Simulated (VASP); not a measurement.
# MgRe3 (Fm-3m) in VASP: further runs

Runs on MgRe3. Level: PBE. Tasks: single point, relaxation of cell and atoms.

Program: VASP 6.6.1. These are calculated values, not measurements. Logs are shortened: lines on timing, memory, paths and dates and some standing lists are left out, and cuts for length are marked.

**1. Starting point**

It takes space group Fm-3m (No. 225, cubic). Conventional cell: a = 6.226 Å, b = 6.226 Å, c = 6.226 Å, α = 90.00°, β = 90.00°, γ = 90.00°. Mg (site symmetry m-3m) has 8 Re at 2.70 Å as nearest neighbours. Re (site symmetry -43m) is surrounded by 4 Mg at 2.70 Å and 4 Re at 2.70 Å. Re (site symmetry m-3m) is surrounded by 8 Re at 2.70 Å.

The cell comes from a database or a generator and needn't be the stable form of this composition.

**2. Single point, PBE**

Input file INCAR:

```
SYSTEM = MgRe3
PREC = Accurate
ENCUT = 520
EDIFF = 1E-6
ISMEAR = 0
SIGMA = 0.15
LREAL = .FALSE.
LASPH = .TRUE.
NELM = 100
ALGO = Fast
ISIF = 2
LWAVE = .FALSE.
LCHARG = .FALSE.
GGA = PE
NBANDS = 20
```

Input file KPOINTS:

```
Automatic mesh
0
G
  14 14 14
  0 0 0
```

Input file POSCAR:

```
MgRe3
1.0
    0.0000000000      3.1128587139      3.1128587139
    3.1128587139      0.0000000000      3.1128587139
    3.1128587139      3.1128587139      0.0000000000
Mg Re
1 3
Direct
    0.0000000000      0.0000000000      0.0000000000
    0.2500000000      0.2500000000      0.2500000000
    0.5000000000      0.5000000000      0.5000000000
    0.7500000000      0.7500000000      0.7500000000
```

Potentials or basis: VASP PAW PBE potentials, release 64 (Mg, Re).

Launch:

```
$ cat potpaw_PBE.64/Mg/POTCAR potpaw_PBE.64/Re/POTCAR > POTCAR
$ mpirun -np 1 vasp_std > vasp.out
```

OUTCAR:

```text
SYSTEM = MgRe3
   PREC = Accurate
   ENCUT = 520
   EDIFF = 1E-6
   ISMEAR = 0
   LREAL = .FALSE.
   LASPH = .TRUE.
   NELM = 100
   ISIF = 2
   GGA = PE

 ion  position               nearest neighbor table
   1  0.000  0.000  0.000-   4 2.70   4 2.70   4 2.70   2 2.70   4 2.70   2 2.70   2 2.70   2 2.70
                             3 3.11   3 3.11   3 3.11   3 3.11   3 3.11   3 3.11
   2  0.250  0.250  0.250-   1 2.70   1 2.70   1 2.70   1 2.70   3 2.70   3 2.70   3 2.70   3 2.70
                             4 3.11   4 3.11   4 3.11   4 3.11   4 3.11   4 3.11
   3  0.500  0.500  0.500-   2 2.70   2 2.70   2 2.70   2 2.70   4 2.70   4 2.70   4 2.70   4 2.70
                             1 3.11   1 3.11   1 3.11   1 3.11   1 3.11   1 3.11
   4  0.750  0.750  0.750-   3 2.70   3 2.70   3 2.70   1 2.70   3 2.70   1 2.70   1 2.70   1 2.70
                             2 3.11   2 3.11   2 3.11   2 3.11   2 3.11   2 3.11

  LATTYP: Found a face centered cubic cell.
 ALAT       =     6.2257174278

  Lattice vectors:

 A1 = (   0.0000000000,   3.1128587139,   3.1128587139)
 A2 = (   3.1128587139,   0.0000000000,   3.1128587139)
 A3 = (   3.1128587139,   3.1128587139,   0.0000000000)

Analysis of symmetry for initial positions (statically):
=====================================================================
 Subroutine PRICEL returns:
 Original cell was already a primitive cell.

 Routine SETGRP: Setting up the symmetry group for a
 face centered cubic supercell.

 Subroutine GETGRP returns: Found 48 space group operations
 (whereof 48 operations were pure point group operations)
 out of a pool of 48 trial point group operations.

The static configuration has the point symmetry O_h .

Analysis of symmetry for dynamics (positions and initial velocities):
=====================================================================
 Subroutine PRICEL returns:
 Original cell was already a primitive cell.

 Routine SETGRP: Setting up the symmetry group for a
 face centered cubic supercell.

 Subroutine GETGRP returns: Found 48 space group operations
 (whereof 48 operations were pure point group operations)
 out of a pool of 48 trial point group operations.

The dynamic configuration has the point symmetry O_h .

 Subroutine INISYM returns: Found 48 space group operations
 (whereof 48 operations are pure point group operations),
 and found     1 'primitive' translations

----------------------------------------------------------------------------------------

                                     Primitive cell

  volume of cell :      60.3265

  direct lattice vectors                    reciprocal lattice vectors
     0.000000000  3.112858714  3.112858714    -0.160624058  0.160624058  0.160624058
     3.112858714  0.000000000  3.112858714     0.160624058 -0.160624058  0.160624058
     3.112858714  3.112858714  0.000000000     0.160624058  0.160624058 -0.160624058

  length of vectors
     4.402247011  4.402247011  4.402247011     0.278209030  0.278209030  0.278209030

  position of ions in fractional coordinates (direct lattice)
     0.000000000  0.000000000  0.000000000
     0.250000000  0.250000000  0.250000000
     0.500000000  0.500000000  0.500000000
     0.750000000  0.750000000  0.750000000

  ion indices of the primitive-cell ions
   primitive index   ion index
                 1           1
                 2           2
                 3           3
                 4           4

----------------------------------------------------------------------------------------

 KPOINTS: Automatic mesh

Automatic generation of k-mesh.
 Grid dimensions read from file:
 generate k-points for:   14   14   14

 Generating k-lattice:

  Cartesian coordinates                     Fractional coordinates (reciprocal lattice)
    -0.011473147  0.011473147  0.011473147     0.071428571  0.000000000  0.000000000
     0.011473147 -0.011473147  0.011473147     0.000000000  0.071428571  0.000000000
     0.011473147  0.011473147 -0.011473147     0.000000000  0.000000000  0.071428571

  Length of vectors
     0.019872074  0.019872074  0.019872074

  Shift w.r.t. Gamma in fractional coordinates (k-lattice)
     0.000000000  0.000000000  0.000000000

 Subroutine IBZKPT returns following result:
 ===========================================

 Found    104 irreducible k-points:

 Following reciprocal coordinates:
            Coordinates               Weight
  0.000000  0.000000  0.000000      1.000000
  0.071429  0.000000  0.000000      8.000000
  0.142857  0.000000  0.000000      8.000000
  0.214286  0.000000  0.000000      8.000000
  0.285714  0.000000  0.000000      8.000000
  0.357143  0.000000  0.000000      8.000000
[... 16 lines left out ...]
  0.214286  0.142857  0.000000     24.000000
  0.285714  0.142857  0.000000     24.000000
 [... further k-points ...]
   k-points           NKPTS =    104   k-points in BZ     NKDIM =    104   number of bands    NBANDS=     20
   number of dos      NEDOS =    301   number of ions     NIONS =      4
   total plane-waves  NPLWV =  46656
   dimension x,y,z NGX =    36 NGY =   36 NGZ =   36
   dimension x,y,z NGXF=    72 NGYF=   72 NGZF=   72
   ions per type =               1   3
   NGX,Y,Z   is equivalent  to a cutoff of  13.59, 13.59, 13.59 a.u.
   NGXF,Y,Z  is equivalent  to a cutoff of  27.19, 27.19, 27.19 a.u.
 SYSTEM =  MgRe3
   PREC   = accura    normal or accurate (medium, high low for compatibility)
   ISTART =      0    job   : 0-new  1-cont  2-samecut
   ICHARG =      2    charge: 1-file 2-atom 10-const
   ISPIN  =      1    spin polarized calculation?
   LNONCOLLINEAR =      F non collinear calculations
   LSORBIT =      F    spin-orbit coupling
   LASPH  =      T    aspherical Exc in radial PAW
   ENCUT  =  520.0 eV  38.22 Ry    6.18 a.u.   8.19  8.19  8.19*2*pi/ulx,y,z
   NELM   =    100;   NELMIN=  2; NELMDL= -5     # of ELM steps
   EDIFF  = 0.1E-05   stopping-criterion for ELM
   LREAL  =      F    real-space projection
   EDIFFG = 0.1E-04   stopping-criterion for IOM
   NSW    =      0    number of steps for IOM
   IBRION =     -1    ionic relax: 0-MD 1-quasi-New 2-CG
   NFREE  =      0    steps in history (QN), initial steepest desc. (CG)
   ISIF   =      2    stress and relaxation
   ISYM   =      2    0-nonsym 1-usesym 2-fastsym
[... 27 lines left out ...]
  volume of cell :       60.33
 maximum number of plane-waves:      1641
 NGX is ok and might be reduce to    36
   NGX = 17   NGY = 17   NGZ = 17

 number of electron      22.9999998 magnetization

 Free energy of the ion-electron system (eV)
  ---------------------------------------------------
  ext. energy  EPLUGINS =         0.00000000
  ---------------------------------------------------
  free energy    TOTEN  =       -37.72580046 eV

  energy without entropy =      -37.69525633  energy(sigma->0) =      -37.71052839

 E-fermi :   6.9412     XC(G=0): -12.7103

 val. band max:        6.9375643119   @ k =   0.5000   0.2857   0.0714
 cond. band min:       6.9487407130   @ k =  -0.4286   0.3571   0.0000
 fundamental gap:      0.0111764011
 Fermi energy:         6.9411709077

 k-point     1 :       0.0000    0.0000    0.0000
  band No.  band energies     occupation
      1      -2.5347      2.00000
      2       1.8753      2.00000
      3       1.8753      2.00000
      4       3.2495      2.00000
      5       3.2495      2.00000
      6       3.2495      2.00000
[... 12 lines left out ...]
     19      14.5616      0.00000
     20      14.5665      0.00000

 k-point     2 :       0.0714    0.0000    0.0000
  band No.  band energies     occupation
      1      -2.4523      2.00000
      2       1.9046      2.00000
      3       1.9047      2.00000
      4       3.1419      2.00000
      5       3.2771      2.00000
      6       3.2771      2.00000
[... 12 lines left out ...]
     19      14.5341      0.00000
     20      14.6388      0.00000

 k-point     3 :       0.1429    0.0000    0.0000
  band No.  band energies     occupation
      1      -2.2088      2.00000
      2       1.9923      2.00000
      3       1.9924      2.00000
      4       2.9311      2.00000
      5       3.3418      2.00000
      6       3.3418      2.00000
[... 12 lines left out ...]
     19      14.4687      0.00000
     20      14.5734      0.00000

 k-point     4 :       0.2143    0.0000    0.0000
  band No.  band energies     occupation
      1      -1.8166      2.00000
      2       2.1353      2.00000
      3       2.1353      2.00000
      4       2.7413      2.00000
      5       3.3964      2.00000
      6       3.3964      2.00000
[... 12 lines left out ...]
     19      14.3823      0.00000
     20      14.5920      0.00000

 k-point     5 :       0.2857    0.0000    0.0000
  band No.  band energies     occupation
      1      -1.2964      2.00000
      2       2.3228      2.00000
      3       2.3228      2.00000
      4       2.5952      2.00000
      5       3.4073      2.00000
      6       3.4073      2.00000
[... 12 lines left out ...]
     19      14.3191      0.00000
     20      14.5104      0.00000

 k-point     6 :       0.3571    0.0000    0.0000
  band No.  band energies     occupation
      1      -0.6806      2.00000
      2       2.3131      2.00000
      3       2.5290      2.00000
      4       2.5290      2.00000
      5       3.0782      2.00000
      6       3.3878      2.00000
[... 12 lines left out ...]
     19      14.2515      0.00000
     20      14.3994      0.00000

 k-point     7 :       0.4286    0.0000    0.0000
  band No.  band energies     occupation
      1      -0.0278      2.00000
      2       1.7351      2.00000
      3       2.7028      2.00000
      4       2.7028      2.00000
      5       3.0574      2.00000
      6       3.3654      2.00000
[... 12 lines left out ...]
     19      14.2038      0.00000
     20      14.2539      0.00000
[... 277 lines left out ...]
 k-point    20 :      -0.1429    0.0714    0.0000
  band No.  band energies     occupation
      1      -2.0236      2.00000
      2       2.0287      2.00000
      3       2.0693      2.00000
      4       2.8343      2.00000
      5       3.2680      2.00000
      6       3.4982      2.00000
[... 12 lines left out ...]
     19      14.0608      0.00000
     20      14.3425      0.00000

 k-point    21 :      -0.0714    0.0714    0.0000
  band No.  band energies     occupation
      1      -2.3162      2.00000
      2       1.9362      2.00000
      3       1.9659      2.00000
      4       3.0280      2.00000
      5       3.2435      2.00000
      6       3.3729      2.00000
[... 12 lines left out ...]
     19      13.8193      0.00000
     20      14.4839      0.00000

 k-point    22 :       0.1429    0.1429    0.0000
  band No.  band energies     occupation
      1      -2.1012      2.00000
      2       1.8850      2.00000
      3       2.1048      2.00000
      4       3.0700      2.00000
      5       3.2433      2.00000
      6       3.2433      2.00000
[... 12 lines left out ...]
     19      13.6975      0.00000
     20      13.9210      0.00000

 k-point    23 :       0.2143    0.1429    0.0000
  band No.  band energies     occupation
      1      -1.8136      2.00000
      2       1.8688      2.00000
      3       2.2447      2.00000
      4       2.9321      2.00000
      5       3.2623      2.00000
      6       3.2914      2.00000
[... 12 lines left out ...]
     19      13.2658      0.00000
     20      14.2571      0.00000

 k-point    24 :       0.2857    0.1429    0.0000
  band No.  band energies     occupation
      1      -1.3885      2.00000
      2       1.8720      2.00000
      3       2.4300      2.00000
      4       2.8217      2.00000
      5       3.0295      2.00000
      6       3.2896      2.00000
[... 12 lines left out ...]
     19      12.9891      0.00000
     20      14.5939      0.00000

 [... further k-points ...]

------------------------ aborting loop because EDIFF is reached ----------------------------------------

  FORCE on cell =-STRESS in cart. coord.  units (eV):
  Direction    XX          YY          ZZ          XY          YZ          ZX
  --------------------------------------------------------------------------------------
  -------------------------------------------------------------------------------------
  Total       -0.2426875     -0.2426875     -0.2426875      0.0000000      0.0000000      0.0000000
  in kB       -6.4453992     -6.4453992     -6.4453992      0.0000000      0.0000000      0.0000000
  external PRESSURE =      -6.4453992 kB  Pullay stress =       0.0000000 kB

 VOLUME and BASIS-vectors are now :
 -----------------------------------------------------------------------------
  energy-cutoff  :      520.00
  volume of cell :       60.33
      direct lattice vectors                 reciprocal lattice vectors
     0.000000000  3.112858714  3.112858714    -0.160624058  0.160624058  0.160624058
     3.112858714  0.000000000  3.112858714     0.160624058 -0.160624058  0.160624058
     3.112858714  3.112858714  0.000000000     0.160624058  0.160624058 -0.160624058

 POSITION                                       TOTAL-FORCE (eV/Angst)
 -----------------------------------------------------------------------------------
      0.00000      0.00000      0.00000         0.000000      0.000000     -0.000000
      1.55643      1.55643      1.55643         0.000000     -0.000000     -0.000000
      3.11286      3.11286      3.11286         0.000000      0.000000     -0.000000
      4.66929      4.66929      4.66929        -0.000000      0.000000      0.000000
 -----------------------------------------------------------------------------------
    total drift:                                0.000000      0.000000      0.000000

  FREE ENERGIE OF THE ION-ELECTRON SYSTEM (eV)
  ---------------------------------------------------
  free  energy   TOTEN  =       -37.7258004568 eV

  energy  without entropy=      -37.6952563264  energy(sigma->0) =      -37.71052839
```

It took 85 s on 1 thread of Intel Xeon 6975P-C (Granite Rapids), shared host; peak memory 0.29 GiB.

What came out:

| Item | Value |
| --- | --- |
| Free energy | -37.7258 eV |
| Pressure | -0.6 GPa |
| Band gap on the k mesh | none (metal or under the smearing width) |

Levels at points of the mesh, in eV from the Fermi level:
```csv
k point,band 8,band 9,band 10,band 11,band 12,band 13,band 14,band 15,band 16,band 17
"(0.00, 0.00, 0.00)",-2.89,-2.89,1.19,1.19,1.19,1.49,1.49,2.48,2.48,6.22
"(0.50, 0.00, 0.00)",-2.18,-2.18,-1.31,-1.10,-1.10,1.37,1.37,1.85,1.85,2.71
"(0.50, 0.50, 0.00)",-1.65,-1.15,-1.15,0.15,0.15,0.88,1.09,1.68,2.23,2.23
```

Spin-orbit coupling is left out, which matters for the levels of Re.

**3. Single point, PBE**

Input file INCAR:

```
PREC = Accurate ; ENCUT = 520
EDIFF = 1E-6 ; ISMEAR = 0
SIGMA = 0.1 ; LREAL = False
LASPH = True ; NELM = 100
ALGO = Normal ; ISIF = 2
LWAVE = False ; LCHARG = False
GGA = PE ; NBANDS = 20
```

Input file KPOINTS:

```
Automatic mesh
0
Gamma
  12 12 12
```

POSCAR is that of step 2.

Potentials or basis: VASP PAW PBE potentials, release 64 (Mg, Re).

Launch:

```
$ cat potpaw_PBE.64/Mg/POTCAR potpaw_PBE.64/Re/POTCAR > POTCAR
$ mpirun -np 1 vasp_std > vasp.out
```

It took 51 s on 1 thread of Intel Xeon 6975P-C (Granite Rapids), shared host; peak memory 0.25 GiB.

The run converged. Its results:

```yaml
Free_energy: -37.7170 eV
Pressure: -0.6 GPa
Band_gap_on_the_k_mesh: none (metal or under the smearing width)
```

Levels at points of the mesh, in eV from the Fermi level:
| k point | band 10 | band 11 | band 12 | band 13 | band 14 | band 15 |
| --- | --- | --- | --- | --- | --- | --- |
| (0.00, 0.00, 0.00) | 1.19 | 1.19 | 1.19 | 1.48 | 1.48 | 2.48 |
| (0.50, 0.00, 0.00) | -1.31 | -1.10 | -1.10 | 1.37 | 1.37 | 1.84 |
| (0.50, 0.50, 0.00) | -1.15 | 0.15 | 0.15 | 0.88 | 1.08 | 1.67 |

The run has no spin-orbit coupling, so splittings on Re are missing.

**4. Relaxation of cell and atoms, PBE**

Input file INCAR:

```
SYSTEM = MgRe3
  ALGO = Normal
  EDIFF = 1E-6
  EDIFFG = -0.005
  ENCUT = 600
  GGA = PE
  IBRION = 2
  ISIF = 3
  ISMEAR = 0
  LASPH = .TRUE.
  LCHARG = .FALSE.
  LREAL = .FALSE.
  LWAVE = .FALSE.
  NELM = 100
  NSW = 100
  PREC = Accurate
  SIGMA = 0.1
```

Input file KPOINTS:

```
k-points
0
G
  12 12 12
  0 0 0
```

Input file POSCAR:

```
MgRe3
1.0
    0.0000000000      3.1145280000      3.1145280000
    3.1145280000      0.0000000000      3.1145280000
    3.1145280000      3.1145280000      0.0000000000
Mg Re
1 3
Direct
    0.0000000000      0.0000000000      0.0000000000
    0.2500000000      0.2500000000      0.2500000000
    0.5000000000      0.5000000000      0.5000000000
    0.7500000000      0.7500000000      0.7500000000
```

Launch:

```
$ cat potpaw_PBE.64/Mg/POTCAR potpaw_PBE.64/Re/POTCAR > POTCAR
$ mpirun -np 1 vasp_std > vasp.out
```

Run time: 93 s. Hardware: 1 thread of Intel Xeon 6975P-C (Granite Rapids), shared host; peak memory 0.26 GiB.

Results (log left out):

* Free energy: -37.7203 eV
* Relaxed volume: 15.05 Å³/atom
* Relaxed cell: a = 4.399 Å, b = 4.399 Å, c = 4.399 Å, α = 60.00°, β = 60.00°, γ = 60.00°
* Space group after relaxing (to 0.05 Å): Fm-3m (No. 225)
* Energy gained by relaxing: 0.2 meV/atom
* Ionic steps: 3
* Pressure after relaxing: 0.0 GPa
* Band gap on the k mesh: none (metal or under the smearing width)

The path:
| step | energy change (eV) | largest force (eV/Å) | pressure (GPa) | volume (Å³) |
| --- | --- | --- | --- | --- |
| 1 | 0.0000 | 0.0000 | -0.97 | 60.42 |
| 2 | 0.0039 | 0.0000 | 2.60 | 59.63 |
| 3 | -0.0007 | 0.0000 | 0.00 | 60.20 |

Final structure:
```xyz
4
Lattice="0.0000 3.1107 3.1107 3.1107 0.0000 3.1107 3.1107 3.1107 0.0000" Properties=species:S:1:pos:R:3 pbc="T T T"
Mg    0.0000    0.0000    0.0000
Re    1.5553    1.5553    1.5553
Re    3.1107    3.1107    3.1107
Re    4.6660    4.6660    4.6660
```

Levels at points of the mesh, in eV from the Fermi level:
| k point | band 8 | band 9 | band 10 | band 11 | band 12 | band 13 | band 14 | band 15 |
| --- | --- | --- | --- | --- | --- | --- | --- | --- |
| (0.00, 0.00, 0.00) | -2.90 | -2.90 | 1.20 | 1.20 | 1.20 | 1.49 | 1.49 | 2.49 |
| (0.50, 0.00, 0.00) | -2.18 | -2.18 | -1.31 | -1.10 | -1.10 | 1.37 | 1.37 | 1.85 |
| (0.50, 0.50, 0.00) | -1.66 | -1.16 | -1.16 | 0.15 | 0.15 | 0.88 | 1.09 | 1.68 |

Spin-orbit coupling is left out, which matters for the levels of Re.

**5. Single point, PBE**

Input file INCAR:

```
  PREC = Accurate
  ENCUT = 520
  EDIFF = 1E-7
  ISMEAR = 0
  SIGMA = 0.1
  LREAL = F
  LASPH = T
  NELM = 100
  ALGO = Normal
  ISIF = 2
  LWAVE = F
  LCHARG = F
  GGA = PE
  NBANDS = 20
```

Input file KPOINTS:

```
Automatic mesh
0
Gamma
  6 6 6
```

POSCAR is that of step 4.

Launch:

```
$ cat potpaw_PBE.64/Mg/POTCAR potpaw_PBE.64/Re/POTCAR > POTCAR
$ mpirun -np 1 vasp_std > vasp.out
```

Run time: 16 s. Hardware: 1 thread of Intel Xeon 6975P-C (Granite Rapids), shared host; peak memory 0.2 GiB.

The run converged. Its results:

```yaml
Free_energy: -37.7390 eV
Pressure: -1.3 GPa
Band_gap_on_the_k_mesh: none (metal or under the smearing width)
```

Levels at points of the mesh, in eV from the Fermi level:
| k point | band 10 | band 11 | band 12 | band 13 | band 14 | band 15 |
| --- | --- | --- | --- | --- | --- | --- |
| (0.00, 0.00, 0.00) | 1.16 | 1.16 | 1.16 | 1.47 | 1.47 | 2.45 |
| (0.50, 0.00, 0.00) | -1.34 | -1.13 | -1.13 | 1.35 | 1.35 | 1.82 |
| (0.50, 0.50, 0.00) | -1.18 | 0.12 | 0.12 | 0.84 | 1.06 | 1.66 |

The run has no spin-orbit coupling, so splittings on Re are missing.

**6. Overview**

| task | cell | k mesh | cutoff (eV) | smearing | gap on the mesh (eV) | pressure (GPa) |
| --- | --- | --- | --- | --- | --- | --- |
| single point | Fm-3m, 15.08 Å³/atom | 14 × 14 × 14 | 520 | gaussian 0.15 eV | none | -0.6 |
| single point | Fm-3m, 15.08 Å³/atom | 12 × 12 × 12 | 520 | gaussian 0.1 eV | none | -0.6 |
| relaxation of cell and atoms | relaxed | 12 × 12 × 12 | 600 | gaussian 0.1 eV | none | 0.0 |
| single point | Fm-3m, 15.11 Å³/atom | 6 × 6 × 6 | 520 | gaussian 0.1 eV | none | -1.3 |

Alike in all rows: level PBE; potentials or basis VASP PAW PBE potentials, release 64 (Mg, Re); no spin polarisation.

Every run on the cell as given and a fine mesh finds a metal.

Absolute energies hang on the potentials; compare differences alone.
